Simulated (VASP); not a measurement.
ZnCd2SeS2:

```
Zn Cd Se S
1.0
    -2.13848    6.20941    3.03813
     2.07756   -6.13538    2.84009
     4.31169   12.28238   -5.76571
Zn Cd Se S
2 4 2 4
Direct
  0.96428 0.92710 0.97530
  0.93943 0.97432 0.51096
  0.34878 0.01113 0.16997
  0.32995 0.05946 0.69312
  0.70130 0.03779 0.33808
  0.65341 0.92138 0.81649
  0.24866 0.69954 0.22335
  0.23569 0.70511 0.73688
  0.62528 0.79334 0.44210
  0.57932 0.74046 0.92755
  0.92283 0.73578 0.05965
  0.97065 0.78326 0.57186
```

The cell was built by a generator and needn't be a form met in nature.

| Item | Value |
| --- | --- |
| Program | VASP 6.6.1 |
| Task | relaxation of cell and atoms |
| Functional | PBE |
| Potentials or basis | VASP PAW PBE potentials, release 64 (Zn, Cd, Se, S) |
| Cutoff | 520 eV |
| k mesh | 5 × 5 × 5 |
| Occupations | gaussian, width 0.05 eV |
| Spin | no spin polarisation |

At the start: pressure 2.0 GPa; volume 25.61 Å³/atom.

Question: Where does the relaxation end?

Answer: Over 27 steps the energy falls by 159.6 meV/atom and the volume is 25.25 Å³/atom (-1.4 %); space group Imm2 (No. 44, to 0.05 Å).

The path:
| step | energy change (eV) | largest force (eV/Å) | pressure (GPa) | volume (Å³) |
| --- | --- | --- | --- | --- |
| 1 | 0.0000 | 4.4597 | 2.01 | 307.26 |
| 2 | -1.0812 | 1.0562 | -2.35 | 321.56 |
| 3 | -1.0822 | 1.0739 | -2.24 | 320.53 |
| 4 | -1.5254 | 0.8714 | -0.52 | 306.52 |
| 5 | -1.6211 | 0.8273 | 1.35 | 295.86 |
| 6 | -1.7911 | 0.4472 | 0.56 | 299.36 |
| 7 | -1.8139 | 0.4491 | 0.22 | 301.14 |
| 8 | -1.8614 | 0.2536 | -0.21 | 303.15 |
| 9 | -1.8669 | 0.2116 | -0.28 | 304.01 |
| 10 | -1.8830 | 0.1385 | 0.07 | 301.89 |
| 11 | -1.8845 | 0.1372 | 0.18 | 301.24 |
| 12 | -1.8847 | 0.1353 | 0.21 | 300.98 |
| 13 | -1.8919 | 0.1079 | 0.06 | 302.16 |
| 14 | -1.8957 | 0.1708 | -0.21 | 303.90 |
| 15 | -1.9022 | 0.1234 | -0.17 | 303.04 |
| 16 | -1.9044 | 0.0987 | 0.00 | 302.48 |
| 17 | -1.9038 | 0.1085 | 0.15 | 301.34 |
| 18 | -1.9050 | 0.1002 | 0.10 | 302.07 |
| 19 | -1.9101 | 0.0551 | -0.01 | 302.35 |
| 20 | -1.9116 | 0.0676 | -0.03 | 302.51 |
| 21 | -1.9117 | 0.1106 | -0.04 | 302.82 |
| 22 | -1.9121 | 0.0775 | -0.03 | 302.64 |
| 23 | -1.9121 | 0.0968 | -0.04 | 302.72 |
| 24 | -1.9121 | 0.0837 | -0.04 | 302.68 |
| 25 | -1.9144 | 0.0385 | 0.05 | 302.33 |
| 26 | -1.9146 | 0.0431 | 0.06 | 302.25 |
| 27 | -1.9150 | 0.0158 | -0.12 | 303.01 |

Final structure:
```cif
data_structure
_symmetry_space_group_name_H-M 'P 1'
_symmetry_Int_Tables_number 1
_cell_length_a 7.1665
_cell_length_b 7.1610
_cell_length_c 14.3243
_cell_angle_alpha 146.346
_cell_angle_beta 60.468
_cell_angle_gamma 131.336
_cell_volume 303.01
loop_
_atom_site_label
_atom_site_type_symbol
_atom_site_fract_x
_atom_site_fract_y
_atom_site_fract_z
_atom_site_occupancy
Zn1 Zn 0.98594 0.97392 0.99699 1
Zn2 Zn 0.98659 0.97565 0.49778 1
Cd1 Cd 0.34231 0.00136 0.16397 1
Cd2 Cd 0.34154 0.00078 0.66356 1
Cd3 Cd 0.67551 0.99425 0.32957 1
Cd4 Cd 0.67670 0.99653 0.83018 1
Se1 Se 0.22274 0.71228 0.24694 1
Se2 Se 0.22370 0.71344 0.74717 1
S1 S 0.60766 0.75736 0.41850 1
S2 S 0.60721 0.75696 0.91829 1
S3 S 0.92524 0.75370 0.07637 1
S4 S 0.92443 0.75245 0.57599 1
```
